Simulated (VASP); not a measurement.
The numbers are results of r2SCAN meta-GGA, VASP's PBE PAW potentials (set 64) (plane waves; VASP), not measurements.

Gaps are without spin-orbit coupling.

Order these relaxed crystals by band gap, smallest first: SiC, P6_3mc (186); SrCuSeF, P4/nmm (129); AlInSb2, P-4m2 (115); KF, Fm-3m (225).

AlInSb2, P-4m2 (115) (0.95 eV), SrCuSeF, P4/nmm (129) (1.76 eV), SiC, P6_3mc (186) (2.61 eV), KF, Fm-3m (225) (6.91 eV)
